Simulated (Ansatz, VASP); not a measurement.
# One calculation of RuC4, two programs

```
CELL_PARAMETERS angstrom
2.70963 0.00000 0.00000
-1.35482 2.34661 0.00000
0.00000 0.00000 6.18554
ATOMIC_POSITIONS crystal
Ru 0.00000 0.00000 0.00000
C 0.33333 0.66667 0.78086
C 0.33333 0.66667 0.54353
C 0.66667 0.33333 0.21914
C 0.66667 0.33333 0.45647
```

Change from the starting cell: species swapped into the Co4H type (P-3m1, No. 164).

Alike in both runs: functional PBE; k mesh 6 × 6 × 2; occupations gaussian, width 0.1 eV; no spin polarisation.

Ansatz relaxed the structure, and its values are those at the end. VASP's run is a single point on that final structure, the one shown.

```csv
,VASP,Ansatz
version,VASP 6.6.1,Ansatz 0.2.0
potentials or method,"VASP PAW PBE potentials, release 64 (Ru_pv, C)","scalar-relativistic, plane waves, PAW"
plane-wave cutoff (eV),520,420
valence electrons in the cell,30,32
```

VASP gave:

```
gap on the k mesh at the Fermi level (eV) : none
pressure (GPa)                            : 0.0
rms of the force components (eV/Å)        : 0.017
```

**Question.** Estimate Ansatz's values.

**Answer.** gap on the k mesh at the Fermi level (eV): none; pressure (GPa): -0.3; rms of the force components (eV/Å): 0.013.

A gap of «none» marks a metal or a gap that the smearing closes. The two sets of potentials don't hold the same shells in valence.

Caveats: the k mesh is coarse (spacing up to 0.51 Å⁻¹), so the values aren't converged.
